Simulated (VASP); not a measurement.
Output of a VASP run:

### OUTCAR
```
 ion  position               nearest neighbor table
   1  0.000  0.000  0.000-   3 3.03   3 3.03   3 3.03   2 3.03   2 3.03   2 3.03   3 3.03   2 3.03
  LATTYP: Found a face centered cubic cell.
 ALAT       =     6.9954227380
 Subroutine PRICEL returns:
 Original cell was already a primitive cell.
 Subroutine GETGRP returns: Found 48 space group operations
The static configuration has the point symmetry O_h .
The dynamic configuration has the point symmetry O_h .
 Subroutine INISYM returns: Found 48 space group operations
 Subroutine IBZKPT returns following result:
 Found     10 irreducible k-points:

 Following reciprocal coordinates:
            Coordinates               Weight
  0.000000  0.000000  0.000000      1.000000
  0.200000  0.000000  0.000000      8.000000
  0.400000  0.000000  0.000000      8.000000
  0.200000  0.200000  0.000000      6.000000
  0.400000  0.200000  0.000000     24.000000
 -0.400000  0.200000  0.000000     24.000000
 -0.200000  0.200000  0.000000     12.000000
  0.400000  0.400000  0.000000      6.000000
 -0.400000  0.400000  0.000000     12.000000
 -0.400000  0.400000  0.200000     24.000000
   k-points           NKPTS =     10   k-points in BZ     NKDIM =     10   number of bands    NBANDS=     16
   number of dos      NEDOS =    301   number of ions     NIONS =      3
   total plane-waves  NPLWV =  46656
   dimension x,y,z NGX =    36 NGY =   36 NGZ =   36
   dimension x,y,z NGXF=    72 NGYF=   72 NGZF=   72
   ions per type =               1   2
   PREC   = accura    normal or accurate (medium, high low for compatibility)
   ISTART =      0    job   : 0-new  1-cont  2-samecut
   ICHARG =      2    charge: 1-file 2-atom 10-const
   ISPIN  =      1    spin polarized calculation?
   LNONCOLLINEAR =      F non collinear calculations
   LSORBIT =      F    spin-orbit coupling
   INIWAV =      1    electr: 0-lowe 1-rand  2-diag
   ENCUT  =  480.0 eV  35.28 Ry    5.94 a.u.   8.84  8.84  8.84*2*pi/ulx,y,z
   NELM   =    100;   NELMIN=  2; NELMDL= -5     # of ELM steps
   EDIFF  = 0.1E-05   stopping-criterion for ELM
   LREAL  =      F    real-space projection
   NLSPLINE    = F    spline interpolate recip. space projectors
   LMAXMIX     =    4 max onsite mixed and CHGCAR
   VOSKOWN=      0    Vosko Wilk Nusair interpolation
   EDIFFG = -.2E-01   stopping-criterion for IOM
   NSW    =     60    number of steps for IOM
   NBLOCK =      1;   KBLOCK =     60    inner block; outer block
   IBRION =      2    ionic relax: 0-MD 1-quasi-New 2-CG
   NFREE  =      1    steps in history (QN), initial steepest desc. (CG)
   ISIF   =      3    stress and relaxation
   ISYM   =      2    0-nonsym 1-usesym 2-fastsym
   TEIN   =    0.0    initial temperature
   TEBEG  =    0.0;   TEEND  =   0.0 temperature during run
   SMASS  =  -3.00    Nose mass-parameter (am)
   PSTRESS=    0.0 pullay stress
   NELECT =      24.0000    total number of electrons
   EFERMI =   0.00;   METHOD = LEGACY
   ISMEAR =     0;   SIGMA  =   0.05  broadening in eV -4-tet -1-fermi 0-gaus
   IALGO  =     38    algorithm
   LDIAG  =      T    sub-space diagonalisation (order eigenvalues)
   IMIX   =      4    mixing-type and parameters
     AMIX     =   0.40;   BMIX     =  1.00
     AMIX_MAG =   1.60;   BMIX_MAG =  1.00
     AMIN     =   0.10
   METAGGA = R2SCAN    functional components
   VOSKOWN =     0    Vosko Wilk Nusair interpolation
   LHFCALC =     F    Hartree Fock is set to
   LHFONE  =     F    Hartree Fock one center treatment
   AEXX    =    0.0000 exact exchange contribution
   IVDW    =     0    specifies the selected vdW correction
   LEPSILON=     F    determine dielectric tensor
   LRPA    =     F    only Hartree local field effects (RPA)
  energy-cutoff  :      480.00
  volume of cell :       85.58
      direct lattice vectors                 reciprocal lattice vectors
     0.000000000  3.497711369  3.497711369    -0.142950617  0.142950617  0.142950617
     3.497711369  0.000000000  3.497711369     0.142950617 -0.142950617  0.142950617
     3.497711369  3.497711369  0.000000000     0.142950617  0.142950617 -0.142950617
 k-point     1 :   0.0000 0.0000 0.0000  plane waves:    2085
...
```

### OSZICAR
```
       N       E                     dE             d eps       ncg     rms          rms(c)
DAV:   1     0.124471473739E+03    0.12447E+03   -0.11520E+04   320   0.130E+03
DAV:   2    -0.326233567135E+02   -0.15709E+03   -0.15326E+03   408   0.249E+02
DAV:   3    -0.423087256789E+02   -0.96854E+01   -0.96715E+01   496   0.669E+01
DAV:   4    -0.425608276393E+02   -0.25210E+00   -0.25199E+00   512   0.912E+00
DAV:   5    -0.425640763076E+02   -0.32487E-02   -0.32481E-02   472   0.993E-01    0.115E+01
DAV:   6    -0.362650471955E+02    0.62990E+01   -0.23555E+00   544   0.118E+01    0.822E+00
DAV:   7    -0.348205246752E+02    0.14445E+01   -0.94204E-01   472   0.984E+00    0.119E+00
DAV:   8    -0.358030935254E+02   -0.98257E+00   -0.10380E+00   424   0.935E+00    0.202E+00
DAV:   9    -0.351093440401E+02    0.69375E+00   -0.12041E-01   432   0.424E+00    0.150E+00
DAV:  10    -0.352557393931E+02   -0.14640E+00   -0.41872E-02   440   0.244E+00    0.116E+00
DAV:  11    -0.356585786482E+02   -0.40284E+00   -0.17907E-01   336   0.453E+00    0.493E-01
DAV:  12    -0.356869650169E+02   -0.28386E-01   -0.42811E-02   336   0.239E+00    0.360E-01
DAV:  13    -0.356561904890E+02    0.30775E-01   -0.19224E-02   328   0.152E+00    0.537E-01
DAV:  14    -0.356816763601E+02   -0.25486E-01   -0.10814E-02   336   0.132E+00    0.212E-01
DAV:  15    -0.356929067823E+02   -0.11230E-01   -0.25716E-03   328   0.594E-01    0.148E-01
DAV:  16    -0.356940463059E+02   -0.11395E-02   -0.25399E-04   448   0.203E-01    0.915E-02
DAV:  17    -0.356942814617E+02   -0.23516E-03   -0.70464E-05   408   0.109E-01    0.512E-02
DAV:  18    -0.356943923586E+02   -0.11090E-03   -0.28676E-05   376   0.670E-02    0.299E-02
DAV:  19    -0.356944939385E+02   -0.10158E-03   -0.58194E-05   368   0.844E-02    0.743E-03
DAV:  20    -0.356944945433E+02   -0.60475E-06   -0.96365E-06   368   0.386E-02
   1 F= -.35694495E+02 E0= -.35694495E+02  d E =-.356945E+02
```

**OUTCAR**
```
------------------------ aborting loop because EDIFF is reached ----------------------------------------
  FORCE on cell =-STRESS in cart. coord.  units (eV):
  Direction    XX          YY          ZZ          XY          YZ          ZX
  --------------------------------------------------------------------------------------
  Total       -0.0040429     -0.0040429     -0.0040429     -0.0000000     -0.0000000      0.0000000
  in kB       -0.0756869     -0.0756869     -0.0756869     -0.0000000     -0.0000000      0.0000000
  external PRESSURE =      -0.0756869 kB  Pullay stress =       0.0000000 kB
  volume of cell :       85.58
      direct lattice vectors                 reciprocal lattice vectors
     0.000000000  3.497711369  3.497711369    -0.142950617  0.142950617  0.142950617
     3.497711369  0.000000000  3.497711369     0.142950617 -0.142950617  0.142950617
     3.497711369  3.497711369  0.000000000     0.142950617  0.142950617 -0.142950617
 POSITION                                       TOTAL-FORCE (eV/Angst)
 -----------------------------------------------------------------------------------
      0.00000      0.00000      0.00000         0.000000     -0.000000     -0.000000
      1.74886      1.74886      1.74886         0.000000      0.000000      0.000000
      5.24657      5.24657      5.24657        -0.000000      0.000000     -0.000000
 -----------------------------------------------------------------------------------
    total drift:                                0.000000      0.000000      0.000000
  FREE ENERGIE OF THE ION-ELECTRON SYSTEM (eV)
  ---------------------------------------------------
  free  energy   TOTEN  =       -35.6944945433 eV

  energy  without entropy=      -35.6944945433  energy(sigma->0) =      -35.69449454

 reached required accuracy - stopping structural energy minimisation
```
(Selected blocks of OUTCAR.)

### POSCAR
```
SrCl2
1
    0.0000000000     3.4977113690     3.4977113690
    3.4977113690    -0.0000000000     3.4977113690
    3.4977113690     3.4977113690     0.0000000000
Sr Cl
1 2
Direct
  0.0000000000   1.0000000000   0.0000000000
  0.2500000000   0.2500000000   0.2500000000
  0.7500000000   0.7500000000   0.7500000000
```

Task: Reconstruct the remaining input files.

Result: Several could match; the one computed here: the input of the run itself, r2SCAN meta-GGA, plane waves, VASP's PBE PAW potentials (set 64).

**KPOINTS**
```
Automatic mesh
0
Gamma
5 5 5
0 0 0
```

### INCAR
```
SYSTEM  =  SrCl2
PREC  =  Accurate; ENCUT  =  480; LREAL  =  .False.
LASPH  =  .True.
EDIFF  =  1E-6; NELM  =  100; ALGO  =  Normal
LMAXMIX  =  4; LMIXTAU  =  .True.
ISMEAR  =  0; SIGMA  =  0.05
METAGGA  =  R2SCAN
IBRION  =  2; NSW  =  60; ISIF  =  3
EDIFFG  =  -0.02
LWAVE  =  .False.; LCHARG  =  .False.
```

POTCAR, in this order: Sr_sv Cl (PBE.64 set). Program: vasp_std.

The compound is SrCl2 in the fluorite structure. It was relaxed first. The start is the result of an earlier pass.
